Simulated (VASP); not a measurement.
Ca (relaxed from the simple-cubic structure, space group Pm-3m): computed properties

Level of theory: r2SCAN meta-GGA, VASP's PBE PAW potentials (set 64) (plane waves; VASP 6.6.1).

```yaml
space_group: Pm-3m (221)
cell: a = 3.497 Å, b = 3.497 Å, c = 3.497 Å, α = 90.00°, β = 90.00°, γ = 90.00°
volume_per_atom: 42.76 Å^3/atom
band gap (over mesh and band path): none (metal, semimetal or under 0.01 eV)
density: 1.56 g/cm³
```

Ca has the cubic space group Pm-3m (No. 221), the simple cubic structure, Pearson symbol cP1. Conventional cell: a = 3.4969 Å, b = 3.4969 Å, c = 3.4969 Å, α = 90.00°, β = 90.00°, γ = 90.00°. Ca on 1a sees 6 Ca at 3.497 Å (octahedral). (Neighbours: up to the widest gap in distance over summed covalent radii, below 1.35, at either atom.)

The structure was generated: Ca was put into the simple-cubic type (Pm-3m), which need not be its known phase. It was relaxed first, which changed the volume by -12 %. Symmetry was kept, so distortions that lower it aren't found.
